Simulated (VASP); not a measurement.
Input of a VASP 6.6.1 run:

The input POSCAR:

```
Hf7BiO16
1.0
    0.0000000000      5.1150000000      5.1150000000
    5.1150000000      0.0000000000      5.1150000000
    5.1150000000      5.1150000000      0.0000000000
Bi Hf O
1 7 16
Direct
    0.0000000000      0.0000000000      0.0000000000
    0.0000000000      0.0000000000      0.5000000000
    0.0000000000      0.5000000000      0.0000000000
    0.0000000000      0.5000000000      0.5000000000
    0.5000000000      0.0000000000      0.0000000000
    0.5000000000      0.0000000000      0.5000000000
    0.5000000000      0.5000000000      0.0000000000
    0.5000000000      0.5000000000      0.5000000000
    0.1294184514      0.1294184514      0.1294184514
    0.1294184514      0.1294184514      0.6117446457
    0.1294184514      0.6117446457      0.1294184514
    0.1275852029      0.6241382657      0.6241382657
    0.6117446457      0.1294184514      0.1294184514
    0.6241382657      0.1275852029      0.6241382657
    0.6241382657      0.6241382657      0.1275852029
    0.6241382657      0.6241382657      0.6241382657
    0.3758617343      0.3758617343      0.3758617343
    0.3758617343      0.3758617343      0.8724147971
    0.3758617343      0.8724147971      0.3758617343
    0.3882553543      0.8705815486      0.8705815486
    0.8724147971      0.3758617343      0.3758617343
    0.8705815486      0.3882553543      0.8705815486
    0.8705815486      0.8705815486      0.3882553543
    0.8705815486      0.8705815486      0.8705815486
```

The input INCAR.step1:

```
  PREC = Accurate
  ENCUT = 520
  ISMEAR = -1
  SIGMA = 0.01
  LREAL = Auto
  LASPH = True
  NELM = 150
  ISPIN = 2
  MAGMOM = 1 0 0 0 0 0 0 0 0 0 0 0 0 0 0 0 0 0 0 0 0 0 0 0
  LMAXMIX = 4
  NBANDS = 112
  GGA = PE
  ALGO = Normal
  EDIFF = 1E-4
  LWAVE = True
  LCHARG = False
```

The input INCAR.step2:

```
  PREC = Accurate
  ENCUT = 520
  EDIFF = 1E-8
  ISMEAR = -1
  SIGMA = 0.01
  LREAL = Auto
  LASPH = True
  NELM = 150
  ALGO = Normal
  ISIF = 2
  LWAVE = False
  LCHARG = False
  ISPIN = 2
  MAGMOM = 1 0 0 0 0 0 0 0 0 0 0 0 0 0 0 0 0 0 0 0 0 0 0 0
  LORBIT = 11
  LMAXMIX = 4
  METAGGA = R2SCAN
  LMIXTAU = True
  LEFG = True
  NBANDS = 112
  ISTART = 1
```

File KPOINTS:

```
Automatic mesh
0
Gamma
  3 3 3
```

Potentials or basis: VASP PAW PBE potentials, release 64 (Bi_d, Hf_pv, O).

Launch:

```console
$ cat potpaw_PBE.64/Bi_d/POTCAR potpaw_PBE.64/Hf_pv/POTCAR potpaw_PBE.64/O/POTCAR > POTCAR
$ cp INCAR.step1 INCAR
$ mpirun -np 1 vasp_std > vasp.out
$ cp INCAR.step2 INCAR
$ mpirun -np 1 vasp_std > vasp.out
```

Q: Predict the band gap on the k mesh.

A: None (metal or under the smearing width).

Q: Estimate the net moment.

A: -0.10 μB per cell.

Q: Predict the pressure.

A: -4.7 GPa.

Forces on the atoms (eV/Å):
```
Bi   0.000  0.000  0.000
Hf   0.000  0.000  0.000
Hf   0.000  0.000  0.000
Hf   0.000  0.000  0.000
Hf   0.000  0.000  0.000
Hf   0.000  0.000  0.000
Hf   0.000  0.000  0.000
Hf   0.000  0.000  0.000
O    0.051  0.051  0.051
O   -0.051 -0.051  0.051
O   -0.051  0.051 -0.051
O   -0.004  0.004  0.004
O    0.051 -0.051 -0.051
O    0.004 -0.004  0.004
O    0.004  0.004 -0.004
O   -0.004 -0.004 -0.004
O    0.004  0.004  0.004
O   -0.004 -0.004  0.004
O   -0.004  0.004 -0.004
O   -0.051  0.051  0.051
O    0.004 -0.004 -0.004
O    0.051 -0.051  0.051
O    0.051  0.051 -0.051
O   -0.051 -0.051 -0.051
```

Caveat: the PAW data sets were made with another functional, which shifts forces and pressure a little; spin-orbit coupling is left out, which moves the levels of the heavy elements.
